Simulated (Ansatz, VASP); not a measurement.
## YV in VASP and in Ansatz

```
V Y
1.0
     3.61524    0.00000    0.00000
     0.00000    3.61524    0.00000
     0.00000    0.00000    3.61644
V Y
1 1
Cartesian
  0.0000 0.0000 0.0000
  1.8076 1.8076 1.8082
```

Alike in both runs: functional PBE; k mesh 14 × 14 × 10; occupations gaussian, width 0.1 eV; collinear spin.

Ansatz relaxed the structure, and its values are those at the end. VASP's run is a single point on that final structure, the one shown.

```csv
,VASP,Ansatz
version,VASP 6.6.1,Ansatz 0.2.0
potentials or method,"VASP PAW PBE potentials, release 64 (V_sv, Y_sv)","scalar-relativistic, plane waves, PAW"
plane-wave cutoff (eV),520,420
valence electrons in the cell,24,24
```

|  | VASP | Ansatz | Ansatz less VASP |
| --- | --- | --- | --- |
| gap on the k mesh at the Fermi level (eV) | none | none | - |
| pressure (GPa) | 0.0 | 0.0 | +0.05 |
| net moment per atom (μB) | 1.76 | 1.76 | -0.002 |
| size of the moment on the site where the two differ most (μB) | 2.46 | 2.65 | +0.189 |

Site moments also hang on the region over which each program counts them. A gap of «none» marks a metal or a gap that the smearing closes. The functional is the same, so the differences come from potentials, cutoffs and numerics.
